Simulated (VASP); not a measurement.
Runs of VASP 6.6.1 on Ta2H3. Symmetry: P-3m1, No. 164, trigonal system. The conventional cell has a = 3.682 Å, b = 3.682 Å, c = 4.490 Å, α = 90.00°, β = 90.00°, γ = 120.00°. Ta (site symmetry 3m) has 8 H at 2.19 to 2.30 Å as nearest neighbours. H (site symmetry -3m) has 6 Ta at 2.25 Å as nearest neighbours. H (site symmetry 3m) has 5 Ta at 2.19 to 2.30 Å as nearest neighbours. The cell was built by a generator and needn't be a form met in nature.

| task | level | potentials or basis | spin | cell | k mesh | cutoff (eV) | smearing | k mesh for the DOS | gap on the mesh (eV) | pressure (GPa) | largest force (eV/Å) |
| --- | --- | --- | --- | --- | --- | --- | --- | --- | --- | --- | --- |
| band structure | vdW-DF2 | VASP PAW PBE potentials, release 54 (Ta, H) | off | as given | 8 × 8 × 6 | 500 | gaussian 0.01 eV | - | - | (a) | 5.01 |
| relaxation of cell and atoms | PBE | VASP PAW PBE potentials, release 64 (Ta_pv, H) | off | relaxed | 8 × 8 × 6 | 600 | gaussian 0.05 eV | - | none | 0.0 | - |
| relaxation of the atoms | LDA | VASP PAW LDA potentials, release 64 (Ta_pv, H_h) | off | atoms relaxed | 8 × 8 × 6 | 900 | gaussian 0.1 eV | - | none | -22.8 | 0.01 |
| single point | PBE | VASP PAW PBE potentials, release 64 (Ta_pv, H) | off | as given | 8 × 8 × 6 | 520 | fermi-dirac 0.05 eV | - | none | 1.9 | 5.06 |
| relaxation of the atoms | RPBE | VASP PAW PBE potentials, release 64 (Ta_pv, H) | off | atoms relaxed | 8 × 8 × 6 | 520 | gaussian 0.05 eV | - | none | -15.0 | - |

Question: Estimate the missing entries.

Answer: (a) 9.9.

Caveats: the PAW data sets were made with another functional, which shifts forces and pressure a little (some runs); spin-orbit coupling is left out, which moves the levels of the heavy elements (some runs); forces of over 1 eV/Å show positions far from the minimum, so gaps and moduli don't describe the material at rest (some runs).

A k mesh can miss the band edges, and the runs leave out spin-orbit coupling on Ta.

A gap of «none» marks a metal or a gap under the smearing width.

The runs don't all hold the same shells in valence.
